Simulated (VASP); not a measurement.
**Mg4H: single point with PBEsol**

Slab: Mg4H, a slab with vacuum.

```xyz
5
Lattice="3.1882 0.0000 0.0000 -1.5941 2.7611 0.0000 0.0000 0.0000 26.6627" Properties=species:S:1:pos:R:3 pbc="T T T"
Mg    1.5941    0.9204    8.5000
Mg    0.0000    1.8407   11.0542
Mg    1.5941    0.9067   13.6057
Mg    0.0000    1.8193   16.1705
H     0.0000   -0.0266   17.0218
```

| Quantity | Value |
| --- | --- |
| Program | VASP 6.6.1 |
| Task | single point |
| Functional | PBEsol |
| Potentials or basis | VASP PAW PBE potentials, release 64 (Mg, H) |
| Cutoff | 520 eV |
| k mesh | 9 × 9 × 1 |
| Occupations | gaussian, width 0.1 eV |
| Spin | no spin polarisation |

```
Largest force                   : 0.073 eV/Å
Band gap on the k mesh          : none (metal or under the smearing width)
Work function of the upper face : 3.58 eV
Work function of the lower face : 3.78 eV
```

Forces on the atoms (eV/Å):
```
Mg   0.000  0.000 -0.073
Mg   0.000 -0.005  0.071
Mg   0.000  0.003  0.004
Mg   0.000 -0.005 -0.001
H    0.000  0.008 -0.002
```

Levels at points of the mesh, in eV from the Fermi level:
```tsv
k point	band 2	band 3	band 4	band 5	band 6	band 7	band 8	band 9
(0.00, 0.00, 0.00)	-6.52	-5.29	-3.51	-1.52	0.99	2.71	3.50	3.78
```

Run time: 2.3 min on 1 thread of Intel(R) Xeon(R) Platinum 8488C (Sapphire Rapids), on a shared host, peak memory 0.35 GiB.

Caveat: the PAW data sets were made with another functional, which shifts forces and pressure a little.
